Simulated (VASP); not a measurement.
Consider the following.

```xyz
2
Lattice="0.0000 3.0855 3.0855 3.0855 0.0000 3.0855 3.0855 3.0855 0.0000" Properties=species:S:1:pos:R:3 pbc="T T T"
Cu     0.0000     0.0000     0.0000
I      1.5428     1.5428     1.5428
```
Cell charge +0.1.

Calculation: PBE GGA, VASP's PBE PAW potentials (set 64) (plane waves; VASP 6.6.1). Run with NELECT = 17.9, 400 eV cut-off, 7×7×7 Γ-centred mesh, Gaussian smearing of 0.050 eV, potentials Cu I.

The cell is charged, with a uniform compensating background.

Problem. Give the stress tensor in GPa (positive for a compressed cell).

Solution. 
```
-4.14   0.00   0.00
 0.00  -4.14   0.00
 0.00   0.00  -4.14
```
The pressure is its mean diagonal, -4.14 GPa.

The compound is CuI in the zinc blende structure. The cell was not relaxed at this level. The run is one of a series of settings (NELECT = 17.9 against the base run), some of them coarse on purpose.
